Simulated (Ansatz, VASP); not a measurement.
# Cross-check of Ni (Ni(110)-(2x1) missing row) between VASP and Ansatz, part 2 of 2

Wanted: the spread between two codes on one cell, functional and k mesh. Of the first pair: The structure shown is the start of the Ansatz relaxation below; VASP solves that cell, so the two are compared at the walk's first step.

VASP 6.6.1 and Ansatz 0.2.0.

So far: Set-up; Ansatz: relaxation, PBE.

### 3. VASP: single point, PBE, start cell, pair 1

Level of this step: PBE, spin-polarised from a ferromagnetic start; plane waves and PAW (Ni) (VASP).

The same cell, functional, mesh and smearing now go to VASP, with its own data sets.

Lines of VASP's logs that name or quote its potential files are left out, and so is its time.

The input, INCAR:

```
SYSTEM = Ni
PREC = Accurate
ENCUT = 520
EDIFF = 1E-06
NELM = 200
ISMEAR = -1
SIGMA = 0.1
LREAL = .FALSE.
ALGO = Normal
GGA = PE
NBANDS = 64
ISPIN = 2
MAGMOM = 0.78 0.82 0.7 0.7 0.73 0.72 0.74 0.74 0.84
LASPH = .TRUE.
LMAXMIX = 4
LORBIT = 11
LWAVE = .FALSE.
LCHARG = .FALSE.
ISIF = 2
LDIPOL = .TRUE.
IDIPOL = 3
DIPOL = 0.5 0.5 0.487
LVHAR = .TRUE.
GGA_COMPAT = .FALSE.
NELMDL = -8
KPAR = 2
```

The input, POSCAR:

```
Ni
1.0
    3.5200000000      0.0000000000      0.0000000000
    0.0000000000      4.9780317396      0.0000000000
    0.0000000000      0.0000000000     21.9780317396
Ni
9
Direct
    0.0000000000      0.0000000000      0.3867498282
    0.0000000000      0.5000000000      0.3867498282
    0.5000000000      0.2499999870      0.4433749171
    0.5000000000      0.7500000131      0.4433749171
    0.0000000000      0.0000000000      0.5000000059
    0.0000000000      0.5000000000      0.5000000059
    0.5000000000      0.2499999870      0.5566250948
    0.5000000000      0.7500000131      0.5566250948
    0.0000000000      0.0000000000      0.6132501836
```

The input, KPOINTS:

```
Automatic mesh
0
Gamma
8 6 1
0 0 0
```

PAW data sets: Ni (PBE family, release 64).

Launch:

```sh
$ mpirun -np 2 vasp_std
```

Numbers of over 12 decimals in the logs are rounded to 6 here.

The log of the run:

```text
[banner, memory and clock lines left out]
running    2 mpi-ranks, on    1 nodes
 distrk:  each k-point on    1 cores,    2 groups
 distr:  one band on    1 cores,    1 groups

 POSCAR found type information on POSCAR Ni
 POSCAR found :  1 types and       9 ions
 LDA part: xc-table for (Slater+PW92), standard interpolation
 POSCAR, INCAR and KPOINTS ok, starting setup
 FFT: planning ... GRIDC
 FFT: planning ... GRID_SOFT
 FFT: planning ... GRID
 WAVECAR not read
 entering main loop
       N       E                     dE             d eps       ncg     rms          rms(c)
DAV:   1     0.611683842566E+03    0.61168E+03   -0.37607E+04  5120   0.136E+03
DAV:   2    -0.919532470289E+01   -0.62088E+03   -0.58916E+03  5136   0.309E+02
DAV:   3    -0.510684839516E+02   -0.41873E+02   -0.39210E+02  5712   0.115E+02
DAV:   4    -0.518579569160E+02   -0.78947E+00   -0.78712E+00  5768   0.179E+01
DAV:   5    -0.518760904469E+02   -0.18134E-01   -0.18133E-01  7792   0.162E+00
DAV:   6    -0.518763983869E+02   -0.30794E-03   -0.30794E-03  7080   0.187E-01
DAV:   7    -0.518764170788E+02   -0.18692E-04   -0.18692E-04  7728   0.315E-02
DAV:   8    -0.518764178237E+02   -0.74499E-06   -0.74501E-06  4344   0.497E-03    0.270E+01
DAV:   9    -0.559559710059E+02   -0.40796E+01   -0.92759E+01  5560   0.136E+02    0.442E+01
DAV:  10    -0.516597218797E+02    0.42962E+01   -0.61342E+01  5672   0.124E+02    0.351E+01
DAV:  11    -0.475421176315E+02    0.41176E+01   -0.27559E+01  5880   0.828E+01    0.332E+01
DAV:  12    -0.479767367499E+02   -0.43462E+00   -0.47076E+01  6016   0.661E+01    0.271E+01
DAV:  13    -0.480242338001E+02   -0.47497E-01   -0.17967E+01  6128   0.662E+01    0.303E+01
DAV:  14    -0.451693953831E+02    0.28548E+01   -0.98634E+00  6056   0.530E+01    0.228E+01
[...]
DAV:  38    -0.439244647610E+02   -0.22499E-04   -0.59521E-07  3472   0.922E-03    0.627E-03
DAV:  39    -0.439244859501E+02   -0.21189E-04   -0.46984E-07  3512   0.369E-03    0.569E-03
DAV:  40    -0.439244941661E+02   -0.82160E-05   -0.15688E-07  3568   0.310E-03    0.588E-03
DAV:  41    -0.439245009847E+02   -0.68186E-05   -0.32372E-07  3560   0.396E-03    0.578E-03
DAV:  42    -0.439245080315E+02   -0.70468E-05   -0.18189E-07  3584   0.612E-03    0.125E-03
DAV:  43    -0.439245129723E+02   -0.49408E-05   -0.11707E-07  3560   0.176E-03    0.835E-04
DAV:  44    -0.439245156505E+02   -0.26782E-05   -0.75083E-08  3536   0.196E-03    0.716E-04
DAV:  45    -0.439245163418E+02   -0.69132E-06   -0.19627E-08  3544   0.138E-03
   1 F= -.43924516E+02 E0= -.43620695E+02  d E =-.607642E+00  mag=     6.4243
```

Parts of OUTCAR (step 3):

```text
ion  position               nearest neighbor table
   1  0.000  0.000  0.387-   2 2.49   2 2.49   4 2.49   4 2.49   3 2.49   3 2.49   5 2.49
   2  0.000  0.500  0.387-   1 2.49   1 2.49   3 2.49   3 2.49   4 2.49   4 2.49   6 2.49
   3  0.500  0.250  0.443-   4 2.49   5 2.49   5 2.49   1 2.49   1 2.49   6 2.49   6 2.49   2 2.49
                             2 2.49   4 2.49   7 2.49
   4  0.500  0.750  0.443-   3 2.49   5 2.49   5 2.49   1 2.49   1 2.49   6 2.49   6 2.49   2 2.49
                             2 2.49   3 2.49   8 2.49
   5  0.000  0.000  0.500-   4 2.49   4 2.49   3 2.49   3 2.49   6 2.49   6 2.49   8 2.49   8 2.49
                             7 2.49   7 2.49   1 2.49   9 2.49
   6  0.000  0.500  0.500-   5 2.49   5 2.49   3 2.49   3 2.49   4 2.49   4 2.49   7 2.49   7 2.49
                             8 2.49   8 2.49   2 2.49
   7  0.500  0.250  0.557-   8 2.49   9 2.49   9 2.49   5 2.49   5 2.49   6 2.49   6 2.49   8 2.49
                             3 2.49
   8  0.500  0.750  0.557-   7 2.49   9 2.49   9 2.49   5 2.49   5 2.49   6 2.49   6 2.49   7 2.49
                             4 2.49
   9  0.000  0.000  0.613-   8 2.49   8 2.49   7 2.49   7 2.49   5 2.49

  LATTYP: Found a simple orthorhombic cell.
 ALAT       =     3.5200000000
 B/A-ratio  =     1.4142135624
 C/A-ratio  =     6.2437590169

 Subroutine GETGRP returns: Found  4 space group operations
 (whereof  4 operations were pure point group operations)

The static configuration has the point symmetry C_2v.

 Found     20 irreducible k-points:

   k-points           NKPTS =     20   k-points in BZ     NKDIM =     20   number of bands    NBANDS=     64

   dimension x,y,z NGX =    28 NGY =   40 NGZ =  168
   dimension x,y,z NGXF=    56 NGYF=   80 NGZF=  336

   ENCUT  =  520.0 eV  38.22 Ry    6.18 a.u.   6.54  9.26 40.86*2*pi/ulx,y,z

   NELECT =      90.0000    total number of electrons

 k-points in reciprocal lattice and weights: Automatic mesh
   0.00000000  0.00000000  0.00000000       0.021
   0.12500000  0.00000000  0.00000000       0.042
   0.25000000  0.00000000  0.00000000       0.042
   0.37500000  0.00000000  0.00000000       0.042
   0.50000000  0.00000000  0.00000000       0.021
   0.00000000  0.16666667  0.00000000       0.042
   0.12500000  0.16666667  0.00000000       0.083
   0.25000000  0.16666667  0.00000000       0.083
   0.37500000  0.16666667  0.00000000       0.083
[...]
0.37500000  0.50000000  0.00000000       0.042
   0.50000000  0.50000000  0.00000000       0.021

 dipolmoment           0.000000      0.000000     -0.025206 electrons x Angstroem

 average (electrostatic) potential at core
       1 -91.8493       2 -91.8778       3 -92.1518       4 -92.1518       5 -92.2898
       6 -92.1527       7 -91.9813       8 -91.9813       9 -91.6927

 E-fermi :  -0.8425

 spin component 1
 k-point     1 :       0.0000    0.0000    0.0000
  band No.  band energies     occupation
    ...
     44      -1.4514      0.99774
     45      -1.4262      0.99709
     46      -1.4032      0.99634
     47      -1.3277      0.99224
     48      -1.2733      0.98671
     49       0.3895      0.00000
     50       0.4184      0.00000
     51       0.6806      0.00000
     52       1.2323      0.00000
     53       1.3605      0.00000
    ...

 k-point     2 :       0.1250    0.0000    0.0000
  band No.  band energies     occupation
    ...
     44      -1.4782      0.99827
     45      -1.4157      0.99677
     46      -1.3952      0.99604
     47      -1.3610      0.99443
     48      -1.2911      0.98885
     49       0.4267      0.00000
     50       0.4496      0.00000
     51       0.7858      0.00000
     52       1.5609      0.00000
     53       1.6620      0.00000
    ...

 k-point     3 :       0.2500    0.0000    0.0000
  band No.  band energies     occupation
    ...
     44      -1.4409      0.99749
     45      -1.4387      0.99743
     46      -1.4226      0.99698
     47      -1.2974      0.98953
     48      -1.1437      0.95311
     49       0.2078      0.00003
     50       0.5102      0.00000
     51       0.5402      0.00000
     52       1.1046      0.00000
     53       2.3413      0.00000
    ...

 k-point     4 :       0.3750    0.0000    0.0000
  band No.  band energies     occupation
    ...
     44      -1.4660      0.99804
     45      -1.4498      0.99770
     46      -1.4111      0.99662
     47      -1.2910      0.98885
     48      -1.2101      0.97530
     49      -0.6842      0.17029
     50       0.3979      0.00000
     51       0.5670      0.00000
     52       0.7155      0.00000
     53       1.5665      0.00000
    ...

 k-point     5 :       0.5000    0.0000    0.0000
  band No.  band energies     occupation
    ...
     45      -1.4412      0.99749
     46      -1.4018      0.99629
     47      -1.2794      0.98750
     48      -1.2791      0.98746
     49      -0.9353      0.71665
     50      -0.0957      0.00057
     51       0.5926      0.00000
     52       0.8417      0.00000
     53       1.1114      0.00000
     54       2.3580      0.00000
    ...

 k-point     6 :       0.0000    0.1667    0.0000
  band No.  band energies     occupation
    ...
     44      -1.4891      0.99845
     45      -1.4770      0.99825
     46      -1.4001      0.99623
     47      -1.2956      0.98934
     48      -1.2643      0.98549
     49      -0.8334      0.47711
     50      -0.3238      0.00556
     51       0.7877      0.00000
     52       1.7815      0.00000
     53       2.2256      0.00000
    ...

  Total       -7.0455244     -5.4462231     -3.8280235      0.0000000      0.0000000      0.0000000
  in kB      -29.3112798    -22.6577557    -15.9256094      0.0000000      0.0000000      0.0000000
  external PRESSURE =     -22.6315483 kB  Pullay stress =       0.0000000 kB

  energy-cutoff  :      520.00
  volume of cell :      385.11
      direct lattice vectors                 reciprocal lattice vectors
     3.520000000  0.000000000  0.000000000     0.284090909  0.000000000  0.000000000
     0.000000000  4.978031740  0.000000000     0.000000000  0.200882608  0.000000000
     0.000000000  0.000000000 21.978031740     0.000000000  0.000000000  0.045499980

 POSITION                                       TOTAL-FORCE (eV/Angst)
 -----------------------------------------------------------------------------------
      0.00000      0.00000      8.50000         0.000000     -0.000000      0.607331
      0.00000      2.48902      8.50000         0.000000     -0.000000      0.611014
      1.76000      1.24451      9.74451         0.000000      0.049039     -0.487386
      1.76000      3.73352      9.74451         0.000000     -0.049039     -0.487386
      0.00000      0.00000     10.98902         0.000000     -0.000000      0.234630
      0.00000      2.48902     10.98902         0.000000     -0.000000      0.170552
      1.76000      1.24451     12.23352         0.000000     -0.059872      0.151854
      1.76000      3.73352     12.23352         0.000000      0.059872      0.151854
      0.00000      0.00000     13.47803         0.000000     -0.000000     -0.952462
 -----------------------------------------------------------------------------------
    total drift:                                0.000000      0.000000     -0.000389

  FREE ENERGIE OF THE ION-ELECTRON SYSTEM (eV)
  ---------------------------------------------------
  free  energy   TOTEN  =       -43.9245163418 eV

  energy  without entropy=      -43.3168743496  energy(sigma->0) =      -43.62069535

 vacuum level on the upper side and lower side of the slab         3.401         3.662

 total charge
# of ion       s       p       d       tot
------------------------------------------
    1        0.462   0.290   8.322   9.074
    2        0.462   0.292   8.316   9.070
    3        0.490   0.462   8.303   9.255
    4        0.490   0.462   8.303   9.255
    5        0.492   0.494   8.302   9.287
    6        0.491   0.458   8.305   9.254
    7        0.478   0.382   8.303   9.163
    8        0.478   0.382   8.303   9.163
    9        0.447   0.194   8.344   8.985
--------------------------------------------------
tot          4.289   3.418  74.800  82.507

 magnetization (x)
# of ion       s       p       d       tot
------------------------------------------
    1        0.001  -0.014   0.775   0.762
    2        0.003  -0.013   0.798   0.787
    3       -0.007  -0.024   0.687   0.656
    4       -0.007  -0.024   0.687   0.656
    5       -0.007  -0.025   0.725   0.694
    6       -0.005  -0.022   0.710   0.683
    7       -0.006  -0.020   0.731   0.706
    8       -0.006  -0.020   0.731   0.706
    9        0.006  -0.003   0.833   0.837
--------------------------------------------------
tot         -0.027  -0.164   6.677   6.486

[... 6 further parts left out ...]
```

### 4. Comparison

Known differences besides the potentials themselves: VASP starts from the moments at which Ansatz ended; the data sets hold 162 valence electrons in Ansatz (on its default PAW (the set named soft_2) files) and 90 in VASP; the cutoff is 420 eV in Ansatz and 520 eV in VASP. Total energies have different zeros and are not compared.

Forces (eV/Å; atoms numbered as in POSCAR):

```tsv
atom	Ansatz x, y, z	VASP x, y, z
Ni1	0.000, 0.000, 0.619	0.000, 0.000, 0.607
Ni2	0.000, 0.000, 0.622	0.000, 0.000, 0.611
Ni3	0.000, 0.050, -0.501	0.000, 0.049, -0.487
Ni4	0.000, -0.050, -0.501	0.000, -0.049, -0.487
Ni5	0.000, 0.000, 0.247	0.000, 0.000, 0.235
Ni6	0.000, 0.000, 0.178	0.000, 0.000, 0.171
Ni7	0.000, -0.061, 0.149	0.000, -0.060, 0.152
Ni8	0.000, 0.061, 0.149	0.000, 0.060, 0.152
Ni9	0.000, 0.000, -0.962	0.000, 0.000, -0.952
```

The forces differ by 5.9 meV/Å r.m.s., which is 2.0 % of the r.m.s. force of 0.290 eV/Å (both taken over all components). Moments aren't recorded for both runs of this pair, so they may hold unlike magnetic states. Where the cell holds vacuum, a pressure given here is an average over it and none of the material.

### 5. Ansatz: relaxation, PBE

This run makes the geometry at which the two programs are then compared.

The structure compared here is the end of the Ansatz relaxation.

This is the run of step 2 again, met here at its other cell.

### 6. VASP: single point, PBE, relaxed atoms in a fixed cell, pair 2

The same cell, functional, mesh and smearing now go to VASP, with its own data sets.

Edit INCAR of step 3 so:

```diff
@@ -21,3 +21,3 @@
 IDIPOL = 3
-DIPOL = 0.5 0.5 0.487
+DIPOL = 0.5 0.5 0.486
 LVHAR = .TRUE.
```

The input, POSCAR:

```
Ni
1.0
    3.5200000000      0.0000000000      0.0000000000
    0.0000000000      4.9780317396      0.0000000000
    0.0000000000      0.0000000000     21.9780317396
Ni
9
Direct
    0.0000000000      0.0000000000      0.3867498282
    0.0000000000      0.5000000000      0.3867498282
    0.5000000000      0.2500000000      0.4433749141
    0.5000000000      0.7500000000      0.4433749141
    0.0000000000      0.0000000000      0.4985661848
    0.0000000000      0.5000000000      0.5008827101
    0.5000000000      0.2521855626      0.5559737265
    0.5000000000      0.7478144374      0.5559737265
    0.0000000000      0.0000000000      0.6053194095
```

KPOINTS is that of step 3.

Launch:

```sh
$ mpirun -np 2 vasp_std
```

The log of the run:

```text
[... set-up lines as in an earlier step ...]
 entering main loop
       N       E                     dE             d eps       ncg     rms          rms(c)
DAV:   1     0.614208893301E+03    0.61421E+03   -0.37657E+04  5120   0.136E+03
DAV:   2    -0.878327894385E+01   -0.62299E+03   -0.59113E+03  5152   0.310E+02
DAV:   3    -0.510969374144E+02   -0.42314E+02   -0.39668E+02  5704   0.116E+02
DAV:   4    -0.519036408954E+02   -0.80670E+00   -0.80422E+00  5792   0.182E+01
[...]
DAV:  50    -0.440084902723E+02   -0.14570E-05   -0.14148E-08  3440   0.557E-04    0.707E-04
DAV:  51    -0.440084916311E+02   -0.13587E-05   -0.17557E-08  3416   0.866E-04    0.526E-04
DAV:  52    -0.440084923871E+02   -0.75606E-06   -0.64465E-09  3440   0.378E-04
   1 F= -.44008492E+02 E0= -.43709291E+02  d E =-.598403E+00  mag=     6.3595
```

Parts of OUTCAR (step 6):

```text
  Total       -5.4505169     -4.7504521     -1.5183146      0.0000000      0.0000000      0.0000000
  in kB      -22.6756190    -19.7631608     -6.3165980      0.0000000      0.0000000      0.0000000
  external PRESSURE =     -16.2517926 kB  Pullay stress =       0.0000000 kB

 POSITION                                       TOTAL-FORCE (eV/Angst)
 -----------------------------------------------------------------------------------
      0.00000      0.00000      8.50000         0.000000      0.000000      0.518728
      0.00000      2.48902      8.50000         0.000000      0.000000      0.643248
      1.76000      1.24451      9.74451         0.000000      0.112514     -0.570738
      1.76000      3.73352      9.74451         0.000000     -0.112514     -0.570738
      0.00000      0.00000     10.95750         0.000000      0.000000     -0.001196
      0.00000      2.48902     11.00842         0.000000      0.000000      0.003279
      1.76000      1.25539     12.21921         0.000000     -0.003972     -0.006845
      1.76000      3.72264     12.21921         0.000000      0.003972     -0.006845
      0.00000      0.00000     13.30373         0.000000      0.000000     -0.008892
 -----------------------------------------------------------------------------------
    total drift:                                0.000000     -0.000000     -0.000974

  FREE ENERGIE OF THE ION-ELECTRON SYSTEM (eV)
  ---------------------------------------------------
  free  energy   TOTEN  =       -44.0084923871 eV

  energy  without entropy=      -43.4100889171  energy(sigma->0) =      -43.70929065

 magnetization (x)
# of ion       s       p       d       tot
------------------------------------------
    1       -0.000  -0.014   0.762   0.748
    2        0.002  -0.013   0.796   0.785
    3       -0.007  -0.024   0.690   0.660
    4       -0.007  -0.024   0.690   0.660
    5       -0.008  -0.024   0.706   0.674
    6       -0.005  -0.021   0.702   0.676
    7       -0.005  -0.020   0.724   0.699
    8       -0.005  -0.020   0.724   0.699
    9        0.003  -0.003   0.817   0.817
--------------------------------------------------
tot         -0.031  -0.163   6.612   6.418

[... 2 parts as in an earlier step ...]

[... 1 further part left out ...]
[key lines of the parts left out:]
E-fermi :  -0.8727
```

### 7. Differences

What differs besides the data sets and the points named for the pairs above, as far as they apply: the data sets hold 162 valence electrons in Ansatz (on its default PAW (the set named soft_2) files) and 90 in VASP; site moments are counted in spheres of each program's own size. Total energies have different zeros and are not compared.

Both answers:

```tsv
quantity	Ansatz	VASP	difference
total moment (μB)	6.51	6.36	+0.15
moment on Ni9 (μB)	0.84	0.82	+0.02
moment on Ni2 (μB)	0.82	0.79	+0.03
moment on Ni1 (μB)	0.78	0.75	+0.03
moment on Ni7 (μB)	0.74	0.70	+0.04
moment on Ni8 (μB)	0.74	0.70	+0.04
moment on Ni6 (μB)	0.72	0.68	+0.04
moment on Ni5 (μB)	0.73	0.67	+0.05
moment on Ni4 (μB)	0.70	0.66	+0.04
work function, lower of the two faces (eV)	4.35	4.34	+0.01
work function, higher of the two faces (eV)	4.51	4.50	+0.01
```

Forces (eV/Å; atoms numbered as in POSCAR):

```tsv
atom	Ansatz x, y, z	VASP x, y, z
Ni1	0.000, 0.000, 0.528	0.000, 0.000, 0.519
Ni2	0.000, 0.000, 0.655	0.000, 0.000, 0.643
Ni3	0.000, 0.114, -0.587	0.000, 0.113, -0.571
Ni4	0.000, -0.114, -0.587	0.000, -0.113, -0.571
Ni5	0.000, 0.000, 0.011	0.000, 0.000, -0.001
Ni6	0.000, 0.000, 0.006	0.000, 0.000, 0.003
Ni7	0.000, -0.006, -0.009	0.000, -0.004, -0.007
Ni8	0.000, 0.006, -0.009	0.000, 0.004, -0.007
Ni9	0.000, 0.000, -0.007	0.000, 0.000, -0.009
```

The forces differ by 5.8 meV/Å r.m.s., which is 2.6 % of the r.m.s. force of 0.224 eV/Å (both taken over all components). Where the cell holds vacuum, a pressure given here is an average over it and none of the material.

### 8. Summary of results

- r.m.s. force difference (single point, PBE, start cell, pair 1): 2.0 % of the r.m.s. force
- r.m.s. force difference (single point, PBE, relaxed atoms in a fixed cell, pair 2): 2.6 % of the r.m.s. force

**Reading.** The r.m.s. force difference is 2.6 % of the r.m.s. force (single point, PBE, relaxed atoms in a fixed cell, pair 2), within the 3 % picked in this series as the mark of a large difference. The data sets hold unlike numbers of valence electrons (162 in Ansatz and 90 in VASP), so part of the differences may come from the potentials. How closely two codes agree says nothing of how well the functional describes the real material.

[Lines on the potential files, build, host, timing and source positions are cut from VASP's logs without a mark.]

[Logs are printed without paths, hosts, clocks, repeated set-up lines and the standing remarks that a program may print on its own settings, such as how far it seeks lower states.]

[Hosts, paths, dates, database ids (printed as entryN), source tags and the programs' standing remarks are cut or masked in the printed files.]
